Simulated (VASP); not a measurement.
Input:

```yaml
crystal:
  lattice:
    - [0.00000, 2.24524, 2.24524]
    - [2.24524, 0.00000, 2.24524]
    - [2.24524, 2.24524, 0.00000]
  atoms:
    - { symbol: Hf, position: [0.00000, 0.00000, 0.00000] }
    - { symbol: N, position: [0.50000, 0.50000, 0.50000] }
```

These are PBEsol GGA, VASP's PBE PAW potentials (set 64) (plane waves; VASP 6.6.1) values and carry that method's errors. Run with 600 eV cut-off, 14×14×14 Γ-centred mesh, first-order Methfessel-Paxton smearing of 0.10 eV, potentials Hf_pv N.

Stress in GPa, positive for a compressed cell; the cube axes lie along x, y and z, and the ions stay on their sites.

| strain | σxx | σyy | σzz |
|---|---|---|---|
| none | -0.14 | -0.14 | -0.14 |
| εzz = -1.5 % | 1.80 | 1.80 | 10.16 |
| εxx = +2.0 %, εzz = +2.0 % | -13.31 | -4.93 | -13.31 |
| εxx = +1.0 % | -6.18 | -1.29 | -1.29 |

Task: Fit C11 and C12 to these rows, and predict the stress for εxx = -4.0 %, εyy = -4.0 %, εzz = -4.0 %.

Result: Least squares on Δσ_i = −C11 ε_i − C12 (ε_j + ε_k) over all components shown gives C11 = 581 GPa and C12 = 110 GPa, and so σxx, σyy, σzz = 31.89, 31.89, 31.89 GPa. The run gave 46.48, 46.48, 46.48 GPa; the difference holds the non-linear terms and numerical noise.

Left out are shears, moved atoms, failed runs and, from the fit, strains over 2.5 %.

The compound is HfN in the rock salt structure. The electron count is odd and the run is not spin-polarised, which forces a metal.
